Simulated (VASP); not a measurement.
## Al4B3P: relaxation of cell and atoms with PBE

Al4B3P:

```
Al B P
1.0
     3.10000    0.00000    0.00000
    -1.55000    2.68468    0.00000
     0.00000    0.00000   12.00000
Al B P
4 3 1
Direct
  0.00000 0.00000 0.27400
  0.66667 0.33333 0.48600
  0.00000 0.00000 0.00000
  0.33333 0.66667 0.77500
  0.33333 0.66667 0.38000
  0.33333 0.66667 0.13700
  0.66667 0.33333 0.13700
  0.00000 0.00000 0.63000
```

The cell was built by a generator and needn't be a form met in nature.

```json
{
 "Program": "VASP 6.6.1",
 "Task": "relaxation of cell and atoms",
 "Functional": "PBE",
 "Potentials or basis": "VASP PAW PBE potentials, release 64 (Al, B, P)",
 "Cutoff": "520 eV",
 "k mesh": "5 × 5 × 2",
 "Occupations": "gaussian, width 0.15 eV",
 "Spin": "no spin polarisation",
 "Further INCAR settings": "PREC = Normal; ALGO = Fast; EDIFF = 0.0001; IBRION = 2; EDIFFG = -0.08; NSW = 24; ISIF = 3"
}
```

- Relaxed volume: 12.21 Å³/atom
- Relaxed cell: a = 3.096 Å, b = 3.096 Å, c = 11.772 Å, α = 90.00°, β = 90.00°, γ = 120.00°
- Space group after relaxing (to 0.05 Å): P3m1 (No. 156)
- Energy gained by relaxing: 57.8 meV/atom
- Ionic steps: 21
- Pressure after relaxing: -0.1 GPa
- Largest force after relaxing: 0.053 eV/Å
- Band gap on the k mesh: none (metal or under the smearing width)

Forces in eV/Å, atoms in the order of the input:
```
Al   0.000  0.000  0.053
Al   0.000  0.000  0.029
Al   0.000  0.000 -0.013
Al   0.000  0.000 -0.030
B    0.000  0.000 -0.006
B    0.000  0.000 -0.009
B    0.000  0.000 -0.049
P    0.000  0.000  0.025
```

Stress tensor (GPa, compression positive):
```
-0.17  0.00  0.00
 0.00 -0.17  0.00
 0.00  0.00  0.04
```

Step by step:
| step | energy change (eV) | largest force (eV/Å) | pressure (GPa) | volume (Å³) |
| --- | --- | --- | --- | --- |
| 1 | 0.0000 | 0.9558 | 0.64 | 99.87 |
| 2 | -0.1595 | 0.4677 | -0.67 | 100.56 |
| 3 | -0.1660 | 0.4303 | -0.90 | 100.71 |
| 4 | -0.2188 | 0.4249 | -0.18 | 99.78 |
| 5 | -0.2744 | 0.5108 | 1.31 | 98.02 |
| 6 | -0.1950 | 1.5800 | 6.08 | 94.50 |
| 7 | -0.2886 | 0.6701 | 2.05 | 97.26 |
| 8 | -0.2788 | 1.0661 | 3.89 | 95.88 |
| 9 | -0.2932 | 0.8067 | 2.69 | 96.77 |
| 10 | -0.3257 | 0.8080 | 1.99 | 97.13 |
| 11 | -0.3563 | 0.8003 | 0.61 | 97.86 |
| 12 | -0.3574 | 0.8156 | 0.32 | 98.04 |
| 13 | -0.3873 | 0.6389 | -0.16 | 98.30 |
| 14 | -0.4342 | 0.2602 | -1.41 | 99.06 |
| 15 | -0.4363 | 0.3407 | -1.68 | 99.25 |
| 16 | -0.4514 | 0.2273 | -0.14 | 97.90 |
| 17 | -0.4523 | 0.1884 | 0.37 | 97.47 |
| 18 | -0.4576 | 0.1558 | 0.28 | 97.48 |
| 19 | -0.4601 | 0.1463 | 0.14 | 97.49 |
| 20 | -0.4601 | 0.1283 | 0.18 | 97.49 |
| 21 | -0.4621 | 0.0533 | -0.10 | 97.70 |

Final structure:
```cif
data_structure
_symmetry_space_group_name_H-M 'P 1'
_symmetry_Int_Tables_number 1
_cell_length_a 3.0957
_cell_length_b 3.0957
_cell_length_c 11.7725
_cell_angle_alpha 90.000
_cell_angle_beta 90.000
_cell_angle_gamma 120.000
_cell_volume 97.70
loop_
_atom_site_label
_atom_site_type_symbol
_atom_site_fract_x
_atom_site_fract_y
_atom_site_fract_z
_atom_site_occupancy
Al1 Al 0.00000 0.00000 0.27695 1
Al2 Al 0.66667 0.33333 0.48986 1
Al3 Al 0.00000 0.00000 0.98582 1
Al4 Al 0.33333 0.66667 0.79710 1
B1 B 0.33333 0.66667 0.38461 1
B2 B 0.33333 0.66667 0.11446 1
B3 B 0.66667 0.33333 0.11967 1
P1 P 0.00000 0.00000 0.65054 1
```

Levels at points of the mesh, in eV from the Fermi level:
```csv
k point,band 11,band 12,band 13,band 14,band 15,band 16
"(0.00, 0.00, 0.00)",2.02,2.02,2.38,2.38,3.64,3.95
"(0.00, 0.00, 0.50)",2.02,2.02,2.38,2.38,3.95,3.95
```

It took 24 s on 4 MPI ranks on Intel(R) Xeon(R) 6975P-C (Granite Rapids), on a shared host, peak memory 0.18 GiB a rank.

Caveat: the k mesh is coarse (spacing up to 0.47 Å⁻¹), so the values aren't converged; the relaxation stopped at a loose force limit of 0.08 eV/Å, so its end isn't a converged minimum.
